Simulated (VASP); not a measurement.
These are PBEsol GGA, VASP's PBE PAW potentials (set 64) (plane waves; VASP) values and carry that method's errors.

VASP ran on this input.

**POSCAR**
```
Al3GaSb4
1
   -0.0000000000     3.0815990291     3.0815990291
    3.0815990291    -0.0000000000     3.0815990291
   12.3022313960    12.3022313960     0.0241647202
Ga Sb Al
1 4 3
Direct
  0.0000760181   0.0000760181   0.9999429864
  0.2506944976   0.2506944976   0.0619791268
  0.2502109215   0.2502109215   0.3123418089
  0.2501255944   0.2501255944   0.5624058042
  0.2494625487   0.2494625487   0.8129030885
  0.0000377321   0.0000377321   0.2499717010
  0.9998799620   0.9998799620   0.5000900285
  0.9995127255   0.9995127255   0.7503654558
```

### KPOINTS
```
Automatic mesh
0
Gamma
6 6 2
0 0 0
```

### INCAR
```
# general
SYSTEM  = Al3GaSb4
PREC    = Accurate
ENCUT   = 400
LREAL   = F
LASPH   = T   # aspherical one-centre terms

# electronic loop
EDIFF   = 1E-6
NELM    = 100   # most electronic steps
ALGO    = Normal
LMAXMIX = 4

# smearing
ISMEAR  = 0
SIGMA   = 0.05   # width (eV)

# functional
GGA     = PS   # PBEsol

# ions
IBRION  = 2
NSW     = 60
ISIF    = 3   # ions, shape and volume
EDIFFG  = -0.02   # ionic stop

# output
LWAVE   = F
LCHARG  = F
```

POTCAR, in this order: Ga_d Sb Al (PBE.64 set). Program: vasp_std.

What VASP printed:

**OSZICAR**
```
       N       E                     dE             d eps       ncg     rms          rms(c)
DAV:   1     0.198089417884E+03    0.19809E+03   -0.14024E+04  1216   0.120E+03
DAV:   2    -0.158239306942E+02   -0.21391E+03   -0.20943E+03  1342   0.252E+02
DAV:   3    -0.346500297780E+02   -0.18826E+02   -0.18549E+02  1416   0.784E+01
DAV:   4    -0.351590582877E+02   -0.50903E+00   -0.50751E+00  1454   0.143E+01
DAV:   5    -0.351733809251E+02   -0.14323E-01   -0.14314E-01  1688   0.234E+00    0.658E+00
DAV:   6    -0.348241595325E+02    0.34922E+00   -0.40405E-01  1490   0.528E+00    0.406E+00
DAV:   7    -0.347011719348E+02    0.12299E+00   -0.42222E-01  1322   0.300E+00    0.585E-01
DAV:   8    -0.346993071028E+02    0.18648E-02   -0.35457E-02  1360   0.179E+00    0.242E-01
DAV:   9    -0.346999192839E+02   -0.61218E-03   -0.46412E-03  1404   0.441E-01    0.963E-02
DAV:  10    -0.346998683896E+02    0.50894E-04   -0.29353E-04  1442   0.119E-01    0.287E-02
DAV:  11    -0.346999636483E+02   -0.95259E-04   -0.89982E-05  1338   0.515E-02    0.185E-02
DAV:  12    -0.346999680601E+02   -0.44118E-05   -0.81153E-06  1530   0.138E-02    0.434E-03
DAV:  13    -0.346999688499E+02   -0.78976E-06   -0.18912E-06   916   0.744E-03
   1 F= -.34699969E+02 E0= -.34699969E+02  d E =-.347000E+02
       N       E                     dE             d eps       ncg     rms          rms(c)
DAV:   1    -0.347011230345E+02   -0.11550E-02   -0.22063E-02  1470   0.122E+00    0.162E-01
DAV:   2    -0.347005544781E+02    0.56856E-03   -0.22642E-03  1476   0.567E-01    0.801E-02
DAV:   3    -0.347003419102E+02    0.21257E-03   -0.39661E-04  1582   0.163E-01    0.186E-02
DAV:   4    -0.347003334791E+02    0.84310E-05   -0.63996E-05  1446   0.610E-02    0.107E-02
DAV:   5    -0.347003323020E+02    0.11771E-05   -0.42029E-06  1340   0.161E-02    0.465E-03
DAV:   6    -0.347003322135E+02    0.88558E-07   -0.12768E-06   702   0.112E-02
   2 F= -.34700332E+02 E0= -.34700332E+02  d E =-.363364E-03
       N       E                     dE             d eps       ncg     rms          rms(c)
DAV:   1    -0.347003440941E+02   -0.11792E-04   -0.27303E-04  1466   0.134E-01    0.179E-02
DAV:   2    -0.347003371692E+02    0.69248E-05   -0.28165E-05  1494   0.633E-02    0.890E-03
DAV:   3    -0.347003348434E+02    0.23258E-05   -0.50261E-06  1288   0.183E-02    0.210E-03
DAV:   4    -0.347003348507E+02   -0.73574E-08   -0.73986E-07   654   0.715E-03
   3 F= -.34700335E+02 E0= -.34700335E+02  d E =-.366001E-03
       N       E                     dE             d eps       ncg     rms          rms(c)
DAV:   1    -0.347005550726E+02   -0.22023E-03   -0.43366E-03  1172   0.341E-01    0.250E-02
DAV:   2    -0.347005723573E+02   -0.17285E-04   -0.27456E-04  1502   0.872E-02    0.106E-02
DAV:   3    -0.347005703919E+02    0.19654E-05   -0.11552E-05  1464   0.221E-02    0.664E-03
DAV:   4    -0.347005698102E+02    0.58178E-06   -0.14463E-06   892   0.756E-03
   4 F= -.34700570E+02 E0= -.34700570E+02  d E =-.234959E-03
       N       E                     dE             d eps       ncg     rms          rms(c)
DAV:   1    -0.347007070409E+02   -0.13665E-03   -0.22198E-02  1152   0.770E-01    0.576E-02
DAV:   2    -0.347007961045E+02   -0.89064E-04   -0.14077E-03  1510   0.197E-01    0.238E-02
DAV:   3    -0.347007865970E+02    0.95075E-05   -0.59793E-05  1456   0.499E-02    0.148E-02
DAV:   4    -0.347007840466E+02    0.25504E-05   -0.80623E-06  1490   0.170E-02    0.715E-03
DAV:   5    -0.347007827522E+02    0.12944E-05   -0.21865E-06  1012   0.110E-02    0.231E-03
DAV:   6    -0.347007827579E+02   -0.56821E-08   -0.70937E-07   704   0.546E-03
   5 F= -.34700783E+02 E0= -.34700783E+02  d E =-.447907E-03
```

**OUTCAR**
```
------------------------ aborting loop because EDIFF is reached ----------------------------------------
  FORCE on cell =-STRESS in cart. coord.  units (eV):
  Direction    XX          YY          ZZ          XY          YZ          ZX
  --------------------------------------------------------------------------------------
  Total        0.0044036      0.0044036      0.0044036     -0.0103980      0.0103980      0.0103980
  in kB        0.0302723      0.0302723      0.0302723     -0.0714805      0.0714805      0.0714805
  external PRESSURE =       0.0302723 kB  Pullay stress =       0.0000000 kB
  volume of cell :      233.06
      direct lattice vectors                 reciprocal lattice vectors
    -0.000000000  3.078312539  3.078312539    -0.162495739  0.162357565  0.162495739
     3.078312539 -0.000000000  3.078312539     0.162357565 -0.162495739  0.162495739
    12.302788824 12.302788824  0.010461330     0.040658478  0.040658478 -0.040658478
 POSITION                                       TOTAL-FORCE (eV/Angst)
 -----------------------------------------------------------------------------------
     12.30231     12.30231      0.01094         0.003040      0.003040     -0.003040
      1.52880      1.52880      1.54952         0.008148      0.008148     -0.008148
      4.61129      4.61129      1.54533        -0.008591     -0.008591      0.008591
      7.69184      7.69184      1.54310         0.008666      0.008666     -0.008666
     10.77394     10.77394      1.53931        -0.008470     -0.008470      0.008470
      3.07047      3.07047      0.00784        -0.006802     -0.006802      0.006802
      9.22996      9.22996      6.16160         0.001986      0.001986     -0.001986
     12.31318     12.31318      6.15670         0.002024      0.002024     -0.002024
 -----------------------------------------------------------------------------------
    total drift:                               -0.000434     -0.000434      0.000467
  FREE ENERGIE OF THE ION-ELECTRON SYSTEM (eV)
  ---------------------------------------------------
  free  energy   TOTEN  =       -34.7007827579 eV

  energy  without entropy=      -34.7007827579  energy(sigma->0) =      -34.70078276

 reached required accuracy - stopping structural energy minimisation
```
(Selected blocks of OUTCAR.)

**CONTCAR**
```
Al3GaSb4
   1.00000000000000
    -0.0000000000000151    3.0783125387791617    3.0783125387791919
     3.0783125387791617   -0.0000000000000151    3.0783125387791923
    12.3027888244185544   12.3027888244185544    0.0104613304982455
  Ga              Sb              Al
     1     4     3
Direct
     0.0000783755815855    0.0000783755815855    0.9999412182888140
     0.2515786519239779    0.2515786519239779    0.0613160110570148
     0.2504726306339495    0.2504726306339495    0.3121455270495384
     0.2496842138077613    0.2496842138077613    0.5627368396441736
     0.2486428544541214    0.2486428544541214    0.8135178591844112
     0.0008494404908994    0.0008494404908994    0.2493629197068233
     0.9999584769592406    0.9999584769592406    0.5000311422805679
     0.9987353560484625    0.9987353560484625    0.7509484828886518
```

The structure was generated: Al3GaSb4 was put into an ordered model structure (R3m), which need not be its known phase. This run relaxes it. Symmetry was kept, so distortions that lower it aren't found. The start is the result of an earlier pass.
